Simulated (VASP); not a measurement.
Write the native input for VASP 6.6.1 that does the following.

- Task: relaxation of the atoms
- Functional: LDA
- Potentials or basis: VASP PAW LDA potentials, release 64 (Ag)
- Cutoff: 520 eV
- k mesh: 7 × 7 × 1
- Occupations: fermi-dirac, width 0.05 eV
- Spin: no spin polarisation
- Dipole correction: yes
- Atoms held fixed (from 0): [0, 1, 2]
- Further INCAR settings: ALGO = Normal; EDIFF = 1e-06; IBRION = 2; EDIFFG = -0.02; NSW = 60

The structure of Ag lies in POSCAR:

```
Ag
1.0
    2.9460943265      0.0000000000      0.0000000000
   -1.4730471633      2.5513925288      0.0000000000
    0.0000000000      0.0000000000     27.0052091601
Ag
6
Selective dynamics
Direct
    0.0000000000      0.0000000000      0.2777241959  F F F
    0.6666666667      0.3333333333      0.3666062915  F F F
    0.3333333334      0.6666666667      0.4554883870  F F F
    0.6666666667      0.3333333333      0.5445116130  T T T
    0.3333333334      0.6666666667      0.6333937085  T T T
    0.0000000000      0.0000000000      0.7222758041  T T T
```

The input as run:

INCAR

```
SYSTEM = Ag
ALGO = Normal ; DIPOL = 0.5 0.5 0.500
EDIFF = 1E-6 ; EDIFFG = -0.02
ENCUT = 520 ; GGA = CA
IBRION = 2 ; IDIPOL = 3
ISIF = 2 ; ISMEAR = -1
LASPH = .TRUE. ; LCHARG = .FALSE.
LDIPOL = .TRUE. ; LREAL = .FALSE.
LWAVE = .FALSE. ; NELM = 100
NSW = 60 ; PREC = Accurate
SIGMA = 0.05
```

KPOINTS

```
k-points
0
G
  7 7 1
  0 0 0
```

Potentials or basis: VASP PAW LDA potentials, release 64 (Ag).

Launch:

```sh
$ cat potpaw_LDA.64/Ag/POTCAR > POTCAR
$ mpirun -np 1 vasp_std > vasp.out
```

Results of the run:

| Property | Result |
| --- | --- |
| Energy gained by relaxing | 27.4 meV/atom |
| Ionic steps | 15 |
| Band gap on the k mesh | none (metal or under the smearing width) |

Run time: 13 min on 1 thread of Intel(R) Xeon(R) Platinum 8375C CPU @ 2.90GHz (Ice Lake), with other jobs on the host, peak memory 0.27 GiB.
